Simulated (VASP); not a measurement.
Output of a VASP run:

OUTCAR:
```
 ion  position               nearest neighbor table
   1  0.333  0.667  0.250-   3 1.46   3 1.46   3 1.46
   2  0.667  0.333  0.750-   4 1.46   4 1.46   4 1.46
   3  0.667  0.333  0.250-   1 1.46   1 1.46   1 1.46
   4  0.333  0.667  0.750-   2 1.46   2 1.46   2 1.46
  LATTYP: Found a hexagonal cell.
 ALAT       =     2.5217259481
 C/A-ratio  =     3.5316954461
 Subroutine PRICEL returns:
 Original cell was already a primitive cell.
 Subroutine GETGRP returns: Found 24 space group operations
The static configuration has the point symmetry D_3d.
 The point group associated with its full space group is D_6h.
The dynamic configuration has the point symmetry D_3d.
 Subroutine INISYM returns: Found 24 space group operations
 Subroutine IBZKPT returns following result:
 Found     32 irreducible k-points:

 Following reciprocal coordinates:
            Coordinates               Weight
  0.000000  0.000000  0.000000      1.000000
  0.090909  0.000000  0.000000      6.000000
  0.181818  0.000000  0.000000      6.000000
  0.272727  0.000000  0.000000      6.000000
  0.363636  0.000000  0.000000      6.000000
  0.454545  0.000000  0.000000      6.000000
  0.090909  0.090909  0.000000      6.000000
  0.181818  0.090909  0.000000     12.000000
  0.272727  0.090909  0.000000     12.000000
  0.363636  0.090909  0.000000     12.000000
  0.454545  0.090909  0.000000      6.000000
  0.181818  0.181818  0.000000      6.000000
  0.272727  0.181818  0.000000     12.000000
  0.363636  0.181818  0.000000     12.000000
  0.272727  0.272727  0.000000      6.000000
  0.363636  0.272727  0.000000      6.000000
  0.000000  0.000000  0.333333      2.000000
  0.090909  0.000000  0.333333     12.000000
  0.181818  0.000000  0.333333     12.000000
  0.272727  0.000000  0.333333     12.000000
  0.363636  0.000000  0.333333     12.000000
  0.454545  0.000000  0.333333     12.000000
  0.090909  0.090909  0.333333     12.000000
  0.181818  0.090909  0.333333     24.000000
  0.272727  0.090909  0.333333     24.000000
  0.363636  0.090909  0.333333     24.000000
  0.454545  0.090909  0.333333     12.000000
  0.181818  0.181818  0.333333     12.000000
  0.272727  0.181818  0.333333     24.000000
  0.363636  0.181818  0.333333     24.000000
  0.272727  0.272727  0.333333     12.000000
  0.363636  0.272727  0.333333     12.000000
   k-points           NKPTS =     32   k-points in BZ     NKDIM =     32   number of bands    NBANDS=     12
   number of dos      NEDOS =    601   number of ions     NIONS =      4
   total plane-waves  NPLWV =  28000
   dimension x,y,z NGX =    20 NGY =   20 NGZ =   70
   dimension x,y,z NGXF=    40 NGYF=   40 NGZF=  140
   ions per type =               2   2
   PREC   = accura    normal or accurate (medium, high low for compatibility)
   ISTART =      0    job   : 0-new  1-cont  2-samecut
   ICHARG =      2    charge: 1-file 2-atom 10-const
   ISPIN  =      1    spin polarized calculation?
   LNONCOLLINEAR =      F non collinear calculations
   LSORBIT =      F    spin-orbit coupling
   INIWAV =      1    electr: 0-lowe 1-rand  2-diag
   ENCUT  =  520.0 eV  38.22 Ry    6.18 a.u.   4.69  4.69 16.56*2*pi/ulx,y,z
   NELM   =    100;   NELMIN=  2; NELMDL= -5     # of ELM steps
   EDIFF  = 0.1E-06   stopping-criterion for ELM
   LREAL  =      F    real-space projection
   NLSPLINE    = F    spline interpolate recip. space projectors
   LMAXMIX     =    2 max onsite mixed and CHGCAR
   VOSKOWN=      0    Vosko Wilk Nusair interpolation
   EDIFFG = 0.1E-05   stopping-criterion for IOM
   NSW    =      0    number of steps for IOM
   NBLOCK =      1;   KBLOCK =      1    inner block; outer block
   IBRION =     -1    ionic relax: 0-MD 1-quasi-New 2-CG
   NFREE  =      0    steps in history (QN), initial steepest desc. (CG)
   ISIF   =      2    stress and relaxation
   ISYM   =      2    0-nonsym 1-usesym 2-fastsym
   TEIN   =    0.0    initial temperature
...
```

File OSZICAR:
```
       N       E                     dE             d eps       ncg     rms          rms(c)
DAV:   1     0.805568646706E+02    0.80557E+02   -0.80305E+03   768   0.119E+03
DAV:   2    -0.311898430051E+02   -0.11175E+03   -0.10313E+03  1132   0.260E+02
DAV:   3    -0.375222726289E+02   -0.63324E+01   -0.62945E+01   984   0.683E+01
DAV:   4    -0.376200862500E+02   -0.97814E-01   -0.97727E-01   952   0.916E+00
DAV:   5    -0.376221092916E+02   -0.20230E-02   -0.20225E-02   976   0.128E+00    0.112E+01
DAV:   6    -0.344469016074E+02    0.31752E+01   -0.79159E+00   916   0.231E+01    0.506E+00
DAV:   7    -0.341573526811E+02    0.28955E+00   -0.54819E-01   992   0.619E+00    0.316E+00
DAV:   8    -0.340585463416E+02    0.98806E-01   -0.37353E-01   968   0.450E+00    0.513E-01
DAV:   9    -0.340579155127E+02    0.63083E-03   -0.17485E-02   908   0.117E+00    0.194E-01
DAV:  10    -0.340618712097E+02   -0.39557E-02   -0.34603E-03   804   0.520E-01    0.535E-02
DAV:  11    -0.340622700685E+02   -0.39886E-03   -0.49418E-04   924   0.246E-01    0.313E-02
DAV:  12    -0.340622810136E+02   -0.10945E-04   -0.65283E-05   868   0.775E-02    0.647E-03
DAV:  13    -0.340622828425E+02   -0.18289E-05   -0.51810E-06   956   0.195E-02    0.201E-03
DAV:  14    -0.340622833912E+02   -0.54869E-06   -0.46130E-07   872   0.748E-03    0.783E-04
DAV:  15    -0.340622833824E+02    0.88742E-08   -0.12033E-08   716   0.135E-03
   1 F= -.34062283E+02 E0= -.34062283E+02  d E =0.000000E+00
```

### OUTCAR
```
------------------------ aborting loop because EDIFF is reached ----------------------------------------
  FORCE on cell =-STRESS in cart. coord.  units (eV):
  Direction    XX          YY          ZZ          XY          YZ          ZX
  --------------------------------------------------------------------------------------
  Total       -0.0102547     -0.0102547      0.0709762      0.0000000      0.0000000     -0.0000000
  in kB       -0.3349861     -0.3349862      2.3185459      0.0000000      0.0000000     -0.0000000
  external PRESSURE =       0.5495245 kB  Pullay stress =       0.0000000 kB
  volume of cell :       49.05
      direct lattice vectors                 reciprocal lattice vectors
     1.260862802 -2.183878832  0.000000000     0.396553851 -0.228950431  0.000000000
     1.260862802  2.183878832  0.000000000     0.396553851  0.228950431  0.000000000
     0.000000000  0.000000000  8.905968047     0.000000000  0.000000000  0.112284256
  FREE ENERGIE OF THE ION-ELECTRON SYSTEM (eV)
  ---------------------------------------------------
  free  energy   TOTEN  =       -34.0622833824 eV

  energy  without entropy=      -34.0622833824  energy(sigma->0) =      -34.06228338

 total charge

# of ion       s       p       d       tot
------------------------------------------
    1        0.740   1.398   0.000   2.138
    2        0.740   1.398   0.000   2.138
    3        1.226   2.781   0.000   4.007
    4        1.226   2.781   0.000   4.007
--------------------------------------------------
tot          3.933   8.357   0.000  12.290

 Electric field gradients after diagonalization (V/A^2)
 (convention: |V_zz| > |V_xx| > |V_yy|)
----------------------------------------------------------------------
 ion       V_xx      V_yy      V_zz     asymmetry (V_yy - V_xx)/ V_zz
----------------------------------------------------------------------
   1     -17.063   -17.063    34.126       0.000
   2     -17.063   -17.063    34.126       0.000
   3       0.360     0.358    -0.719       0.002
   4       0.360     0.358    -0.719       0.002
```
(Selected blocks of OUTCAR.)

File POSCAR:
```
BN
1
    1.2608628022    -2.1838788317     0.0000000000
    1.2608628022     2.1838788317     0.0000000000
    0.0000000000     0.0000000000     8.9059680474
B N
2 2
Direct
  0.3333330000   0.6666670000   0.2500000000
  0.6666670000   0.3333330000   0.7500000000
  0.6666670000   0.3333330000   0.2500000000
  0.3333330000   0.6666670000   0.7500000000
```

Question: Reconstruct the remaining input files.

Answer: One answer among several that fit: the input of the run itself, revPBE GGA, plane waves, VASP's PBE PAW potentials (set 64).

**INCAR**
```
NEDOS  =  601   # DOS grid
SYSTEM  =  BN
ENCUT  =  520
ISMEAR  =  -5
LORBIT  =  11
NELM  =  100   # most electronic steps
LEFG  =  .TRUE.
PREC  =  Accurate
ISIF  =  2
LASPH  =  .TRUE.   # aspherical one-centre terms
GGA  =  RE   # revPBE
ALGO  =  Normal
EDIFF  =  1E-7
LWAVE  =  .FALSE.
LREAL  =  .FALSE.
LCHARG  =  .TRUE.
```

### KPOINTS
```
Automatic mesh
0
Gamma
11 11 3
0 0 0
```

POTCAR, in this order: B N (PBE.64 set). Program: vasp_std.

Without a dispersion term in the relaxation, distances and binding between the weakly bound layers, chains or molecules are unreliable, and so is what depends on them.

The compound is BN in the hex structure. It was relaxed first, which changed the volume by +36 %.
